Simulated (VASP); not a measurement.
The system is SiGe3.

```
CELL_PARAMETERS angstrom
5.08043 0.00000 0.00000
-2.54021 4.39978 0.00000
0.00000 0.00000 6.57027
ATOMIC_POSITIONS crystal
Si 0.33333 0.66667 0.50000
Si 0.66667 0.33333 0.50000
Ge 0.00000 0.00000 0.25969
Ge 0.00000 0.00000 0.74031
Ge 0.33333 0.66667 0.17538
Ge 0.33333 0.66667 0.82462
Ge 0.66667 0.33333 0.82462
Ge 0.66667 0.33333 0.17538
```

The cell was built by a generator and needn't be a form met in nature.

| Quantity | Value |
| --- | --- |
| Program | VASP 6.6.1 |
| Task | relaxation of cell and atoms |
| Functional | PBE |
| Potentials or basis | VASP PAW PBE potentials, release 64 (Si, Ge_d) |
| Cutoff | 520 eV |
| k mesh | 4 × 4 × 3 |
| Occupations | gaussian, width 0.15 eV |
| Spin | no spin polarisation |

At the start: pressure 13.6 GPa; volume 18.36 Å³/atom.

**Question.** How do energy, volume and symmetry change on relaxing?

**Answer.** Over 23 steps the energy falls by 532.9 meV/atom and the volume is 19.54 Å³/atom (+6.4 %); space group P6/mmm (No. 191, to 0.05 Å).

Step by step:
| step | energy change (eV) | largest force (eV/Å) | pressure (GPa) | volume (Å³) |
| --- | --- | --- | --- | --- |
| 1 | 0.0000 | 1.3854 | 13.56 | 146.86 |
| 2 | -2.8807 | 0.5681 | -7.21 | 180.43 |
| 3 | -2.9288 | 0.4739 | -6.02 | 175.91 |
| 4 | -3.7374 | 0.2644 | -1.92 | 162.26 |
| 5 | -3.7357 | 0.2745 | -3.06 | 162.76 |
| 6 | -3.8601 | 0.3207 | -0.07 | 154.54 |
| 7 | -3.8647 | 0.3186 | -0.81 | 153.32 |
| 8 | -3.8606 | 0.3343 | 1.45 | 150.89 |
| 9 | -3.8648 | 0.3923 | -0.87 | 152.00 |
| 10 | -3.8630 | 0.3418 | 1.64 | 151.38 |
| 11 | -3.8640 | 0.3858 | -0.01 | 151.69 |
| 12 | -3.8812 | 0.3457 | 0.54 | 151.78 |
| 13 | -3.9163 | 0.3998 | 0.48 | 152.05 |
| 14 | -3.8453 | 0.5428 | 0.85 | 152.53 |
| 15 | -3.9184 | 0.4307 | 0.33 | 152.12 |
| 16 | -3.9248 | 0.3763 | 0.20 | 152.21 |
| 17 | -3.9439 | 0.3875 | -0.12 | 152.46 |
| 18 | -3.9824 | 0.4299 | 1.09 | 152.98 |
| 19 | -4.0607 | 0.4372 | 0.16 | 154.02 |
| 20 | -4.1760 | 0.2496 | -0.32 | 156.11 |
| 21 | -4.2516 | 0.0994 | -0.37 | 156.25 |
| 22 | -4.2617 | 0.0646 | -0.42 | 156.29 |
| 23 | -4.2635 | 0.0489 | -0.41 | 156.31 |

Final structure:
```yaml
crystal:
  lattice:
    - [4.73814, 0.00000, 0.00000]
    - [-2.36907, 4.10335, 0.00000]
    - [0.00000, 0.00000, 8.03947]
  atoms:
    - { symbol: Si, position: [0.33333, 0.66667, 0.50000] }
    - { symbol: Si, position: [0.66667, 0.33333, 0.50000] }
    - { symbol: Ge, position: [0.00000, 0.00000, 0.32891] }
    - { symbol: Ge, position: [0.00000, 0.00000, 0.67109] }
    - { symbol: Ge, position: [0.33333, 0.66667, 0.18025] }
    - { symbol: Ge, position: [0.33333, 0.66667, 0.81975] }
    - { symbol: Ge, position: [0.66667, 0.33333, 0.81975] }
    - { symbol: Ge, position: [0.66667, 0.33333, 0.18025] }
```

Caveat: the relaxation stopped at a loose force limit of 0.08 eV/Å, so its end isn't a converged minimum.
